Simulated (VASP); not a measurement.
```
MoSi2
1.0
   -1.59652     1.59652     3.92623
    1.59652    -1.59652     3.92623
    1.59652     1.59652    -3.92623
Si Mo
2 1
Cartesian
  0.00000   0.00000   5.22514
  0.00000   0.00000   2.62731
  0.00000   0.00000   7.85246
```

All values below come from TPSS meta-GGA, VASP's PBE PAW potentials (set 64) (plane waves; VASP). Run with 520 eV cut-off, 15×15×15 Γ-centred mesh, tetrahedra with Blöchl corrections, potentials Si Mo_sv.

The cores are frozen, which limits the accuracy of field gradients.

### Question
Give the principal components of the electric field gradient (V/Å²) and the asymmetry η at each nucleus.

### Answer

```
atom   Vxx   Vyy    Vzz     η
----  ----  ----  -----  ----
Si1    5.8   5.8  -11.6  0.00
Si2    5.8   5.8  -11.6  0.00
Mo3   27.5  27.5  -55.0  0.00
```

The compound is MoSi2 in the MoSi2 type structure. It was relaxed first.
